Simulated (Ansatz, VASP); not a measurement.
**Cross-check of ZnSe (Stilleite) between VASP and Ansatz**

One calculation is typed for both programs; each brings its own data sets. How far apart do they land? The cell is taken from a series of runs on this material, whose earlier steps may have relaxed, scaled, displaced or heated it; both programs get it as it stands.

Method: plane waves, with VASP 6.6.1 beside it; zone-centre phonons at LDA, in Ansatz 0.2.0.

### Step 1. Set-up

The structure is cubic, space group F-43m (No. 216). The conventional cell has a = 5.567 Å, b = 5.567 Å, c = 5.567 Å, α = 90.00°, β = 90.00°, γ = 90.00°. Zn has 4 Se at 2.41 Å nearest. Nearest to Se lie 4 Zn at 2.41 Å. Farther neighbours and most contacts between anions are not listed.

### Step 2. Ansatz: zone-centre phonons, LDA

Ansatz runs on its PAW soft_1 files.

Second derivatives magnify differences that forces hide, and they need a tight electronic threshold.

File input.yaml:

```yaml
crystal:
  lattice:
    - [0.0, 2.7836755404, 2.7836755404]
    - [2.7836755404, 0.0, 2.7836755404]
    - [2.7836755404, 2.7836755404, 0.0]
  atoms:
    - { symbol: Zn, position: [0.0, 0.0, 0.0] }
    - { symbol: Se, position: [0.25, 0.25, 0.25] }
kpoints:
  mp_grid: { grid: [12, 12, 12] }
hamiltonian:
  xc: lda
  pseudopotentials: { kind: paw, azcp: { folder: soft_1 }, xc_functional: pbe }
scf:
  occupations: { method: fixed }
  lower_state_search: "off"
output:
  eigenvalues: true
phonons:
  method: fd
  dielectric: true
  qmesh: [6, 6, 6]
  temperatures: { t_max: 1000, t_step: 50 }
  qpath:
    path:
      - [[0.0, 0.0, 0.0], [0.5, 0.0, 0.5], [0.5, 0.25, 0.75], [0.375, 0.375, 0.75], [0.0, 0.0, 0.0], [0.5, 0.5, 0.5], [0.625, 0.25, 0.625], [0.5, 0.25, 0.75], [0.5, 0.5, 0.5], [0.375, 0.375, 0.75]]
      - [[0.625, 0.25, 0.625], [0.5, 0.0, 0.5]]
    npoints: 10
  third_order: { supercell: [3, 3, 3], pair_cutoff: 4.766 }
  lattice_thermal_conductivity:
    qmesh: [19, 19, 19]
    temperatures: [100.0, 150.0, 200.0, 300.0, 400.0, 500.0, 600.0, 800.0]
    isotope_mass_variance:
      - { species: Se, variance: 0.0004628 }
      - { species: Zn, variance: 0.0005982 }
```

Started as:

```bash
ansatz run input.yaml --threads 18 --pin off --max-ram 92160MiB --backend cuda --events-out ev --progress --plain --runs-dir out --max-vram 78GiB
```

Numbers of over 12 decimals in the logs are rounded to 6 here.

Output:

```text
Warning: phonons: the dynamical matrix that this run interpolates holds no multipole term above the dipole-dipole one, and a site of this crystal is no centre of inversion, so its interpolated transverse optical and acoustic branches and sound speeds can stay off near Gamma, and the density of states and the thermodynamics with them. What a run solves at a wave vector of phonons.qpoints, Gamma apart, where the deck admits one, is free of this, and under fd what a larger phonons.supercell samples
Warning: phonons.dielectric: true without phonons.rigid_motions: the static dielectric tensor ε⁰ will be withheld (ε∞, Z* and the rows of modes are given); for a crystal or a slab, whose only rigid motions are the translations, set phonons.rigid_motions: translations
Warning: phonons.third_order: as it is cut ahead of every solve, the batch solves 125 displaced supercells where 101 would do. It runs under 24 of the 648 operations that the crystal's space group holds on the batch's supercell: the run's FFT boxes carry no more. The force constants lose no accuracy. For the smaller batch, try basis.xc_grid above 1 where it is 1, a denser FFT box (accuracy: high where it is lower, or a larger basis.ecutrho_ratio), or the same crystal shifted so that one of its atoms lies at the cell's origin: each can bring back operations that the batch needs, and none is sure to; [rest of the remark cut]
Engine: ansatz 0.2.0, aarch64-unknown-linux-gnu
Pseudopotentials: kind: paw
Pseudopotential: Zn, paw, valence charge 12, recommended cutoff 420 eV (normal), soft_1/Zn.paw.azcp
Pseudopotential: Se, paw, valence charge 16, recommended cutoff 420 eV (normal), soft_1/Se.paw.azcp
Functional definition: SPW92
  exchange = slater_x
  correlation = pw_c
[...]
Crystal: 12 atoms, lattice volume = 258.843 Å³
Basis set: ecut = 420 eV, 5057 PW (Γ), FFT grids on a1, a1+a2, 2a1+a3
Bands: 101, of which v1, the nominal top of the filled ones, is band 84 counted from 1 (83 counted from 0)
Symmetry: 12 space group operations
k-points: 94 of 288 (time reversal used)
Non-local potential: Zn, projectors of the file, l = 0: 2, l = 1: 2, l = 2: 3, l = 3: 1
Non-local potential: Se, projectors of the file, l = 0: 2, l = 1: 2, l = 2: 3, l = 3: 1
PAW form: soft (Blöchl's): semilocal exchange-correlation on the pseudo side does not see the compensation charge
PAW frozen core: Zn, regenerated for the run's functional, and the local potential with it (the file was generated under x = pbe(κ = 0.804, μ = 0.219515), c = pbe(β = 0.066725))
PAW frozen core: Se, regenerated for the run's functional, and the local potential with it (the file was generated under x = pbe(κ = 0.804, μ = 0.219515), c = pbe(β = 0.066725))
PAW one-centre angular grid: Zn, 590 points (default); XC on 64 Gauss nodes
PAW one-centre angular grid: Se, 590 points (default); XC on 64 Gauss nodes
Initial density: handed on by an earlier stage of this run
Initial wavefunctions: those handed on with the density
[...]
Functional: x = slater, c = lda
SCF iter   1: F=—  HF=-51785.168985 eV  |F-HF|=—  |Δ(HF+E_count)|=         —  Δρ=6.59e-8  dr2=4.94e-12  ethr=1.00e-12  ⟨swp⟩=3.0  Hψ=24440  notcnv=0
preconditioner: auto → Resta (q_TF=auto, 2.539 Å⁻¹)  ε∞=5.6  [insulator: Δε(μ)=1.247 eV  Ē_g=11.175 eV  n_scr=76 (ndim 8)  ℏωp=24.0 eV  f_vac=0.092  ε∞_Penn≈5.6]
SCF iter   2: F=-51785.168985 eV  HF=-51785.168985 eV  |F-HF|=1.46e-11  |Δ(HF+E_count)|=  7.28e-12  Δρ=1.54e-8  dr2=3.16e-13  ethr=1.00e-12  ⟨swp⟩=4.0  Hψ=28600  notcnv=0
SCF 1 converged in 2 iterations: F = -51785.168985 eV  dr2 = 3.16e-13
  greatest PAW one-centre occupation: 1.000 electrons in one spin orbital (limit 2), on the Se atom at site 11 (counted from 0), in its partial waves of l = 2
[...]
Crystal: 2 atoms, lattice volume = 43.141 Å³
Basis set: ecut = 420 eV, 869 PW (Γ), exchange–correlation on 54×54×54 points (8 copies of the dense FFT grid, shifted against one another)
Bands: 18, of which v1, the nominal top of the filled ones, is band 14 counted from 1 (13 counted from 0)
Symmetry: 24 space group operations
[...]
SCF 2 converged in 3 iterations: F = -8630.861499 eV  dr2 = 5.05e-11
[...]
symmetry images taken by strict's conditions (phonons.symmetry_images: auto; settled by no image being taken that strict refuses); asymmetry of the core-correction force 1.4e-7 eV/Å at the most on a site, 1.4e-6 eV/Å summed over every site of the supercell
  q = [0.0000, 0.0000, 0.0000] (star 1, supercell 1; hermiticity 9.54e-17, symmetrization 5.07e-7): -0.00 -0.00 0.00 217.80 217.80 217.80
  q = [0.0000, 0.0000, 0.1667] (star 8, supercell 10; hermiticity 2.39e-16, symmetrization 6.70e-16): 33.58 33.58 80.51 217.82 217.82 248.23
  q = [0.0000, 0.0000, 0.3333] (star 8, supercell 2; hermiticity 1.53e-16, symmetrization 3.25e-6): 50.04 50.04 144.80 219.06 219.06 233.90
  q = [0.0000, 0.0000, -0.5000] (star 4, supercell 1; hermiticity 2.42e-16, symmetrization 3.52e-6): 53.90 53.90 174.71 220.09 220.09 220.75
  q = [0.0000, 0.1667, 0.1667] (star 6, supercell 9; hermiticity 3.92e-16, symmetrization 3.67e-16): 47.75 47.75 81.44 217.81 217.81 249.03
  q = [0.0000, 0.1667, 0.3333] (star 24, supercell 3; hermiticity 5.98e-16, symmetrization 1.89e-16): 59.32 67.75 127.61 219.12 219.68 238.54
  q = [0.0000, 0.1667, -0.5000] (star 24, supercell 2; hermiticity 2.70e-16, symmetrization 1.99e-16): 62.39 79.53 161.83 215.51 220.10 230.24
  q = [0.0000, 0.1667, -0.3333] (star 24, supercell 4; hermiticity 2.13e-16, symmetrization 1.90e-16): 59.78 80.12 153.12 215.91 218.92 233.25
  q = [0.0000, 0.1667, -0.1667] (star 12, supercell 7; hermiticity 6.22e-16, symmetrization 1.91e-16): 47.01 68.03 112.06 217.73 219.25 241.72
  q = [0.0000, 0.3333, 0.3333] (star 6, supercell 4; hermiticity 3.46e-16, symmetrization 3.05e-6): 67.24 67.24 151.29 220.73 220.73 233.79
  q = [0.0000, 0.3333, -0.5000] (star 24, supercell 5; hermiticity 1.54e-16, symmetrization 3.88e-16): 69.15 84.00 174.14 211.35 221.82 230.09
  q = [0.0000, 0.3333, -0.3333] (star 12, supercell 1; hermiticity 3.44e-16, symmetrization 2.60e-6): 68.49 96.62 172.26 200.66 220.35 235.91
  q = [0.0000, -0.5000, -0.5000] (star 3, supercell 2; hermiticity 1.39e-16, symmetrization 5.63e-6): 69.75 69.75 199.78 205.09 223.26 223.26
  q = [0.1667, 0.3333, -0.5000] (star 24, supercell 6; hermiticity 2.29e-16, symmetrization 9.98e-17): 72.16 84.41 151.72 214.78 220.83 233.71
  q = [0.1667, 0.3333, -0.3333] (star 24, supercell 1; hermiticity 2.86e-16, symmetrization 2.51e-16): 76.21 93.19 168.98 201.74 222.34 234.63
  q = [0.1667, -0.5000, -0.3333] (star 12, supercell 8; hermiticity 2.11e-16, symmetrization 1.34e-16): 80.53 88.23 188.42 190.80 224.40 232.30
  joined force constants: q→R imaginary residual 5.19e-19
  density of states and harmonic sums: on the 24×24×24 q-mesh, interpolated from the force constants of a 6×6×6 supercell (with the dipole–dipole term)
  largest difference from the sums on the solved wave vectors: F 4.08e-3 eV, S 5.26e-6 and C_V 1.18e-6 eV/K
  zero-point energy: 0.059450 eV/cell   skipped modes (ω ≤ 0): 3   left out of the sums: 3.62e-5 of the cell's modes: C_V's classical limit lies that fraction below 3 k_B per atom; for a crystal, a wire or a layer, F and S can be off by more, and a phonons.interpolated_qmesh denser along its periods is the remedy for the sampling
--- Third-order force constants: 148 member SCFs in a 3×3×3 supercell (pair cutoff 4.766 Å, amplitude 0.03 Å, SCF threshold 1.00e-9 eV, Σ member SCF iterations 1332) ---
  symmetry images taken by strict's conditions (phonons.symmetry_images: auto; settled by the asymmetry read); asymmetry of the core-correction force 1.8e-7 eV/Å at the most on a site, 5.7e-6 eV/Å summed over every site of the supercell
  sum-rule residual: 2.698e-1 → 1.609e-14 eV/Å³; symmetrization residual: 1.276e-2 eV/Å³; largest sum-rule correction relative to its orbit: 3.365e-1, on the orbit of the block of home site 0 with site 1 of cell (-1, -1, 0) and site 1 of cell (-1, -1, 0), whose norm before the correction was 1.423e-1 eV/Å³
--- Lattice thermal conductivity: 19×19×19 mesh (220 irreducible points), tetrahedron method ---
  three-phonon and isotope scattering only; four-phonon, boundary and, in a metal, phonon-electron scattering are left out
  each conductivity is what the modes' populations carry and what the coherences between them add
  conductivity (a third of the tensor's trace), W/(m K), in the relaxation-time approximation and from the full solution:
       T (K)   relaxation time   full solution  iterations             ending  least Ritz value
      100.00           87.6449         89.4348           6          converged          8.235e-1
      150.00           52.9073         54.5204           6          converged          7.975e-1
      200.00           38.5104         39.8875           6          converged          7.839e-1
      300.00           25.3798         26.4195           7          converged          7.669e-1
      400.00           19.0843         19.9148           7          converged          7.575e-1
      500.00           15.3416         16.0322           7          converged          7.512e-1
      600.00           12.8481         13.4391           7          converged          7.465e-1
      800.00            9.7225         10.1812           7          converged          7.400e-1
```

(Continued in part 2 of 2.)

[Lines on the potential files, build, host, timing and source positions are cut from VASP's logs without a mark.]

[Logs are printed without paths, hosts, clocks, repeated set-up lines and the standing remarks that a program may print on its own settings, such as how far it seeks lower states.]

[Hosts, paths, dates, database ids (printed as entryN), source tags and the programs' standing remarks are cut or masked in the printed files.]
